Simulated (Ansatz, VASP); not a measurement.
# Cross-check of AlSi23HO48 (Al-H pair in alpha-quartz) between VASP and Ansatz, part 2 of 3

Aim: how closely do two programs agree when they are given the same cell, functional and k mesh? Of the first pair: The structure shown is the start of the Ansatz relaxation below; VASP solves that cell, so the two are compared at the walk's first step.

VASP 6.6.1 and Ansatz 0.2.0.

So far: The structure; Ansatz: relaxation, LDA.

## (3) VASP: single point, LDA, start cell, pair 1

Level of this step: LDA; plane waves and PAW (Si, O, Al, H) (VASP).

The same cell, functional (in two slightly different forms), mesh and smearing now go to VASP, with its own data sets.

Lines of VASP's logs that name or quote its potential files are left out, and so is its time.

Input file INCAR:

```
SYSTEM = AlSi23HO48
PREC = Accurate
ENCUT = 520
EDIFF = 1E-06
NELM = 120
ISMEAR = -1
SIGMA = 0.01
LREAL = Auto
ALGO = Normal
GGA = PW92
NBANDS = 248
LORBIT = 11
LWAVE = .FALSE.
LCHARG = .FALSE.
ISIF = 2
ISYM = 0
LASPH = .TRUE.
GGA_COMPAT = .FALSE.
EFERMI = MIDGAP
NCORE = 2
```

Input file POSCAR:

```
AlSi23HO48
1.0
    9.7364423611      0.0000000000      0.0000000000
   -4.8682211805      8.4320064272      0.0000000000
    0.0000000000      0.0000000000     10.7331742020
Si O Al H
23 48 1 1
Direct
    0.2309921518      0.9999153226      0.3346501168
    0.0019393701      0.2346256513      0.1668237155
    0.2669820716      0.2668893839      0.0017865172
    0.2311774586      0.9990072351      0.8318098479
    0.9977922824      0.2318184903      0.6672211654
    0.2309100786      0.4977180741      0.3330131360
    0.9991629884      0.7301600222      0.1668794307
    0.2665129661      0.7660562235      0.9985508481
    0.2341160267      0.4994453024      0.8327957631
    0.0007426582      0.7341155457      0.6653141807
    0.2684098438      0.7675922754      0.4983075742
    0.7320063625      0.0017689740      0.3332360896
    0.4994712061      0.2305695586      0.1656402819
    0.7696689684      0.2679135766      0.9995226948
    0.7325424624      0.0019862414      0.8338946924
    0.4978499857      0.2314037610      0.6658797170
    0.7651505493      0.2664879373      0.4999282504
    0.7331475698      0.5022347927      0.3338012533
    0.4987399913      0.7330006272      0.1678559358
    0.7652207448      0.7667194108      0.9996467960
    0.7307544227      0.5002143958      0.8325202621
    0.4991236964      0.7305872040      0.6655520413
    0.7687367496      0.7663865126      0.4997525335
    0.2066046629      0.1391948654      0.3880198832
    0.3622213552      0.0698422143      0.2229578087
    0.4312512496      0.2936363986      0.0545336346
    0.1395406044      0.2078531385      0.1108413949
    0.0685893209      0.3612350188      0.2758559532
    0.2948527710      0.4310882625      0.4424849453
    0.2047786214      0.1377442024      0.8878176037
    0.3640088463      0.0698411470      0.7224490029
    0.4319317127      0.2922860675      0.5556278961
    0.1400077380      0.2074655677      0.6108682182
    0.0682179949      0.3603888382      0.7767635038
    0.2957865481      0.4314334947      0.9443721689
    0.2034199851      0.6375145757      0.3897372689
    0.3640930498      0.5686212459      0.2239077606
    0.4326181366      0.7933790205      0.0547098173
    0.1363577378      0.7063171798      0.1099100767
    0.0677067156      0.8641237484      0.2767800973
    0.2937142738      0.9311750492      0.4454473495
    0.2066551379      0.6394347593      0.8881550621
    0.3632190951      0.5668975755      0.7218084654
    0.4334193139      0.7966787096      0.5557456618
    0.1385095069      0.7071069088      0.6090118242
    0.0677966537      0.8611618199      0.7754936092
    0.2966927063      0.9336708965      0.9441371033
    0.7075126484      0.1400591912      0.3894954951
    0.8597527172      0.0665977908      0.2228434902
    0.9345320628      0.2949536414      0.0560841545
    0.6401884516      0.2067812703      0.1100445197
    0.5687389269      0.3624958100      0.2754390215
    0.7943510112      0.4302922479      0.4443787933
    0.7065299424      0.1375545678      0.8911099196
    0.8643808616      0.0693118542      0.7224629782
    0.9341274556      0.2948648132      0.5572770820
    0.6391253982      0.2066710948      0.6089237794
    0.5660542834      0.3626155917      0.7776188891
    0.7940849581      0.4332852485      0.9422832249
    0.7058643746      0.6396370836      0.3906477172
    0.8608292949      0.5682828923      0.2240042838
    0.9336253108      0.7934571751      0.0566422373
    0.6361312693      0.7033567931      0.1105143714
    0.5700467691      0.8628357987      0.2769316834
    0.7954845630      0.9309933606      0.4437038764
    0.7060865054      0.6389628668      0.8878854308
    0.8637041082      0.5687611889      0.7242477252
    0.9333790230      0.7941816764      0.5576968087
    0.6381617910      0.7042162564      0.6116661182
    0.5662607648      0.8624138350      0.7760123746
    0.7950390557      0.9325623821      0.9455830874
    0.2698405135      0.2685384575      0.4996600166
    0.1728555660      0.0546224679      0.3259762615
```

Input file KPOINTS:

```
Points of the shifted mesh
1
Reciprocal
 0.2500000000  0.2500000000  0.2500000000 1
```

The projector-augmented-wave data sets are Si, O, Al and H (LDA family, release 64).

Started as:

```sh
$ mpirun -np 8 vasp_std
```

Numbers of over 12 decimals in the logs are rounded to 6 here.

The program printed:

```text
[banner, memory and clock lines left out]
running    8 mpi-ranks, on    1 nodes
[...]
|                                                                             |
|               ----> ADVICE to this user running VASP <----                  |
|                                                                             |
|     You enforced a specific xc type in the INCAR file but a different       |
|     [... a line on the potential file left out ...]
|     I HOPE YOU KNOW WHAT YOU ARE DOING!                                     |
|                                                                             |

 LDA part: xc-table for (Slater(with rela. corr.)+PW92), standard interpolation
|                                                                             |
|           W    W    AA    RRRRR   N    N  II  N    N   GGGG   !!!           |
|           W    W   A  A   R    R  NN   N  II  NN   N  G    G  !!!           |
|           W    W  A    A  R    R  N N  N  II  N N  N  G       !!!           |
[...]
|           W    W  A    A  R    R  N    N  II  N    N   GGGG   !!!           |
|                                                                             |
|     The distance between some ions is very small. Please check the          |
|     nearest-neighbor list in the OUTCAR file.                               |
|     I HOPE YOU KNOW WHAT YOU ARE DOING!                                     |
|                                                                             |

 POSCAR, INCAR and KPOINTS ok, starting setup
[...]
entering main loop
       N       E                     dE             d eps       ncg     rms          rms(c)
DAV:   1     0.236754391453E+04    0.23675E+04   -0.20419E+05   504   0.145E+03
DAV:   2    -0.502476477779E+03   -0.28700E+04   -0.27960E+04   592   0.337E+02
DAV:   3    -0.690829259319E+03   -0.18835E+03   -0.18733E+03   600   0.909E+01
DAV:   4    -0.693805259828E+03   -0.29760E+01   -0.29651E+01   600   0.122E+01
[...]
DAV:  17    -0.612938401365E+03    0.32068E-05   -0.49011E-05   608   0.238E-02    0.106E-02
DAV:  18    -0.612938401244E+03    0.12112E-06   -0.15594E-05   600   0.109E-02    0.865E-03
DAV:  19    -0.612938400303E+03    0.94043E-06   -0.11453E-06   408   0.630E-03
   1 F= -.61293840E+03 E0= -.61293840E+03  d E =0.000000E+00
```

From OUTCAR (step 3):

```text
  Total       31.4206212     25.0850429     13.0619595    -13.6904395      0.2785837      1.5503774
  in kB       57.1302264     45.6106252     23.7497755    -24.8925030      0.5065320      2.8189581
  external PRESSURE =      42.1635424 kB  Pullay stress =       0.0000000 kB

 POSITION                                       TOTAL-FORCE (eV/Angst)
 -----------------------------------------------------------------------------------
     -2.61877      8.43129      3.59186        33.319874    -17.837266      3.440671
     -1.12333      1.97836      1.79055        -0.735164     -1.151911     -0.218283
      1.30018      2.25041      0.01918         0.154059     -0.170508     -1.992689
     -2.61254      8.42364      8.92796         0.423543      0.599828      0.101505
      8.58640      1.95470      7.16140         2.972831      0.264696     -1.205747
     -0.17476      4.19676      3.57429         1.259237      0.623135      1.680351
      6.17371      6.15671      1.79115        -0.563424     -0.213711     -1.173514
     -1.13444      6.45939     10.71762         0.273145      0.681344      0.085836
     -0.15195      4.21133      8.93854        -0.361305     -0.437490     -0.254825
     -3.56661      6.19007      7.14093         0.677951     -1.288305      0.867596
     -1.12345      6.47234      5.34842         0.390913     -1.103992      1.152160
      7.11853      0.01492      3.57668         0.590774     -0.419910      0.865914
      3.74061      1.94416      1.77785         0.599294      1.804184     -0.760620
      6.18957      2.25905     10.72805        -0.328490      0.823076     -0.238279
[...]
-----------------------------------------------------------------------------------
    total drift:                               -0.015836     -0.017051     -0.004892

  FREE ENERGIE OF THE ION-ELECTRON SYSTEM (eV)
  ---------------------------------------------------
  free  energy   TOTEN  =      -612.9384003032 eV

  energy  without entropy=     -612.9384003032  energy(sigma->0) =     -612.93840030

[... 3 further parts left out ...]
[key lines of the parts left out:]
E-fermi :   3.6454
```

The run ends at a pressure of 4.22 GPa, with forces up to 38 eV/Å.

## (4) Differences

Known differences besides the potentials themselves: the cutoff is 420 eV in Ansatz and 520 eV in VASP (PREC = Accurate, projectors in real space); VASP's log shows a relativistic correction to its local exchange, Ansatz's none. Total energies have different zeros and are not compared.

Forces on 7 of the 73 atoms, those with the largest forces and the largest differences (eV/Å; atoms numbered as in POSCAR):

| atom | Ansatz x, y, z | VASP x, y, z |
| --- | --- | --- |
| Si1 | 34.406, -18.476, 3.541 | 33.320, -17.837, 3.441 |
| O24 | 0.090, -3.791, -3.974 | 0.066, -3.609, -3.810 |
| O29 | -1.950, 3.324, -2.690 | -1.994, 3.492, -2.732 |
| O32 | 3.936, -0.006, 1.228 | 4.108, 0.027, 1.267 |
| O33 | -3.028, -1.238, 2.358 | -3.098, -1.310, 2.477 |
| Al72 | -0.929, 2.037, 3.201 | -0.934, 1.978, 3.136 |
| H73 | -32.231, 16.955, -4.115 | -31.182, 16.128, -4.225 |

The forces differ by 128 meV/Å r.m.s., which is 3.5 % of the r.m.s. force of 3.634 eV/Å (both taken over all components).

## (5) Ansatz: relaxation, LDA

This run makes the geometry at which the two programs are then compared.

The structure compared here is the end of the Ansatz relaxation.

Input file input.yaml:

```yaml
relax:
  f_tol: 0.01
  max_steps: 80
  random_displacement: { amplitude: 0.02, seed: 918 }
crystal:
  lattice:
    - [9.73644236, 0.0, 0.0]
    - [-4.86822118, 8.43200643, 0.0]
    - [0.0, 0.0, 10.7331742]
  atoms:
    - { symbol: Si, position: [0.232486098, 0.0, 0.333333333] }
    - { symbol: Si, position: [0.0, 0.232486098, 0.166666667] }
    - { symbol: Si, position: [0.267513902, 0.267513902, 0.0] }
    - { symbol: O, position: [0.205619306, 0.137876189, 0.389540306] }
    - { symbol: O, position: [0.362123811, 0.067743118, 0.222873639] }
    - { symbol: O, position: [0.432256882, 0.294380694, 0.056206973] }
    - { symbol: O, position: [0.137876189, 0.205619306, 0.110459694] }
    - { symbol: O, position: [0.067743118, 0.362123811, 0.277126361] }
    - { symbol: O, position: [0.294380694, 0.432256882, 0.443793027] }
    - { symbol: Si, position: [0.232486098, 0.0, 0.833333333] }
    - { symbol: Si, position: [0.0, 0.232486098, 0.666666667] }
    - { symbol: Al, position: [0.267513902, 0.267513902, 0.5] }
    - { symbol: O, position: [0.205619306, 0.137876189, 0.889540306] }
    - { symbol: O, position: [0.362123811, 0.067743118, 0.722873639] }
    - { symbol: O, position: [0.432256882, 0.294380694, 0.556206973] }
    - { symbol: O, position: [0.137876189, 0.205619306, 0.610459694] }
    - { symbol: O, position: [0.067743118, 0.362123811, 0.777126361] }
    - { symbol: O, position: [0.294380694, 0.432256882, 0.943793027] }
    - { symbol: Si, position: [0.232486098, 0.5, 0.333333333] }
    - { symbol: Si, position: [0.0, 0.732486098, 0.166666667] }
    - { symbol: Si, position: [0.267513902, 0.767513902, 0.0] }
    - { symbol: O, position: [0.205619306, 0.637876189, 0.389540306] }
    - { symbol: O, position: [0.362123811, 0.567743118, 0.222873639] }
    - { symbol: O, position: [0.432256882, 0.794380694, 0.056206973] }
    - { symbol: O, position: [0.137876189, 0.705619306, 0.110459694] }
    - { symbol: O, position: [0.067743118, 0.862123811, 0.277126361] }
    - { symbol: O, position: [0.294380694, 0.932256882, 0.443793027] }
    - { symbol: Si, position: [0.232486098, 0.5, 0.833333333] }
    - { symbol: Si, position: [0.0, 0.732486098, 0.666666667] }
    - { symbol: Si, position: [0.267513902, 0.767513902, 0.5] }
    - { symbol: O, position: [0.205619306, 0.637876189, 0.889540306] }
    - { symbol: O, position: [0.362123811, 0.567743118, 0.722873639] }
    - { symbol: O, position: [0.432256882, 0.794380694, 0.556206973] }
    - { symbol: O, position: [0.137876189, 0.705619306, 0.610459694] }
    - { symbol: O, position: [0.067743118, 0.862123811, 0.777126361] }
    - { symbol: O, position: [0.294380694, 0.932256882, 0.943793027] }
    - { symbol: Si, position: [0.732486098, 0.0, 0.333333333] }
    - { symbol: Si, position: [0.5, 0.232486098, 0.166666667] }
    - { symbol: Si, position: [0.767513902, 0.267513902, 0.0] }
    - { symbol: O, position: [0.705619306, 0.137876189, 0.389540306] }
    - { symbol: O, position: [0.862123811, 0.067743118, 0.222873639] }
    - { symbol: O, position: [0.932256882, 0.294380694, 0.056206973] }
    - { symbol: O, position: [0.637876189, 0.205619306, 0.110459694] }
    - { symbol: O, position: [0.567743118, 0.362123811, 0.277126361] }
    - { symbol: O, position: [0.794380694, 0.432256882, 0.443793027] }
    - { symbol: Si, position: [0.732486098, 0.0, 0.833333333] }
    - { symbol: Si, position: [0.5, 0.232486098, 0.666666667] }
    - { symbol: Si, position: [0.767513902, 0.267513902, 0.5] }
    - { symbol: O, position: [0.705619306, 0.137876189, 0.889540306] }
    - { symbol: O, position: [0.862123811, 0.067743118, 0.722873639] }
    - { symbol: O, position: [0.932256882, 0.294380694, 0.556206973] }
    - { symbol: O, position: [0.637876189, 0.205619306, 0.610459694] }
    - { symbol: O, position: [0.567743118, 0.362123811, 0.777126361] }
    - { symbol: O, position: [0.794380694, 0.432256882, 0.943793027] }
    - { symbol: Si, position: [0.732486098, 0.5, 0.333333333] }
    - { symbol: Si, position: [0.5, 0.732486098, 0.166666667] }
    - { symbol: Si, position: [0.767513902, 0.767513902, 0.0] }
    - { symbol: O, position: [0.705619306, 0.637876189, 0.389540306] }
    - { symbol: O, position: [0.862123811, 0.567743118, 0.222873639] }
    - { symbol: O, position: [0.932256882, 0.794380694, 0.056206973] }
    - { symbol: O, position: [0.637876189, 0.705619306, 0.110459694] }
    - { symbol: O, position: [0.567743118, 0.862123811, 0.277126361] }
    - { symbol: O, position: [0.794380694, 0.932256882, 0.443793027] }
    - { symbol: Si, position: [0.732486098, 0.5, 0.833333333] }
    - { symbol: Si, position: [0.5, 0.732486098, 0.666666667] }
    - { symbol: Si, position: [0.767513902, 0.767513902, 0.5] }
    - { symbol: O, position: [0.705619306, 0.637876189, 0.889540306] }
    - { symbol: O, position: [0.862123811, 0.567743118, 0.722873639] }
    - { symbol: O, position: [0.932256882, 0.794380694, 0.556206973] }
    - { symbol: O, position: [0.637876189, 0.705619306, 0.610459694] }
    - { symbol: O, position: [0.567743118, 0.862123811, 0.777126361] }
    - { symbol: O, position: [0.794380694, 0.932256882, 0.943793027] }
    - { symbol: H, position: [0.170942, 0.053162, 0.326978] }
basis:
  ecutwfc: 420
  xc_grid: 2
hamiltonian:
  xc: lda
kpoints:
  mp_grid: { grid: [1, 1, 1], shift: [0.25, 0.25, 0.25] }
scf:
  occupations: { method: fermi_dirac, width: 0.01 }
  max_iter: 120
output:
  forces: true
checkpoint:
  write: "../relax.run"
  compress: false
  write_wavefunctions: true
  write_every: 100000
```

Started as:

```sh
$ ansatz run input.yaml --threads 2 --pin off --max-ram 3768MiB --backend cpu --events-out ev --progress --plain --runs-dir out
```

The program printed:

```text
[...]
Crystal: 73 atoms, lattice volume = 881.169 Å³
Basis set: ecut = 420 eV, 17231 PW (Γ), exchange–correlation on 144×144×144 points (8 copies of the dense FFT grid, shifted against one another)
Bands: 265, of which v1, the nominal top of the filled ones, is band 192 counted from 1 (191 counted from 0)
Symmetry: 1 space group operations
k-points: 1
[...]
SCF iter   1: F=—  HF=-41253.128368 eV  |F-HF|=—  |Δ(HF+E_count)|=         —  Δρ=1.65e-2  dr2=2.35e0  ethr=1.77e-3  ⟨swp⟩=7.0  Hψ=1288  notcnv=0  defer=34
[...]
- { symbol: Si, position: [0.764111, 0.762878, -0.00510536] }
[...]
- { symbol: Si, position: [0.728171, 0.497342, 0.828691] }
    - { symbol: Si, position: [0.504092, 0.738174, 0.660895] }
    - { symbol: Si, position: [0.781477, 0.771011, 0.497213] }
[...]
- { symbol: O, position: [0.942156, 0.796012, 0.559215] }
    - { symbol: O, position: [0.647488, 0.722256, 0.601664] }
    - { symbol: O, position: [0.567731, 0.861626, 0.775342] }
    - { symbol: O, position: [0.792655, 0.930152, 0.943322] }
    - { symbol: H, position: [0.041733, 0.049393, 0.410692] }
```

(Part 2 of 3 ends here.)

[Lines on the potential files, build, host, timing and source positions are cut from VASP's logs without a mark.]

[Logs are printed without paths, hosts, clocks, repeated set-up lines and the standing remarks that a program may print on its own settings, such as how far it seeks lower states.]

[Hosts, paths, dates, database ids (printed as entryN), source tags and the programs' standing remarks are cut or masked in the printed files.]
